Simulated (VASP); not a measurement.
Consider the following.

```
GaN
1.0
    0.00000     2.25201     2.25201
    2.25201     0.00000     2.25201
    2.25201     2.25201     0.00000
Ga N
1 1
Direct
  0.00000   0.00000   0.00000
  0.25000   0.25000   0.25000
```

Calculation: vdW-DF-cx, VASP's PBE PAW potentials (set 64) (plane waves; VASP). Numerical set-up: 520 eV cut-off, Gaussian smearing of 0.050 eV, potentials Ga_d N.

**Question.** Give the energies of bands 7 to 11 at the high-symmetry points, in eV from the valence-band maximum.

**Answer.** 
```
band      Γ      X      U      L      W
----  -----  -----  -----  -----  -----
7      0.00  -6.16  -5.90  -7.09  -5.73
8      0.00  -2.72  -4.29  -0.97  -3.73
9      0.00  -2.72  -2.19  -0.97  -3.68
10     1.73   3.29   4.94   4.62   6.18
11    10.24   6.62   7.84   8.70   8.37
```

The gap is direct, 1.73 eV, from the valence maximum at Γ to the conduction minimum at Γ.

The compound is GaN in the zinc blende structure, a metastable form; wurtzite is the usual one. It was relaxed first.
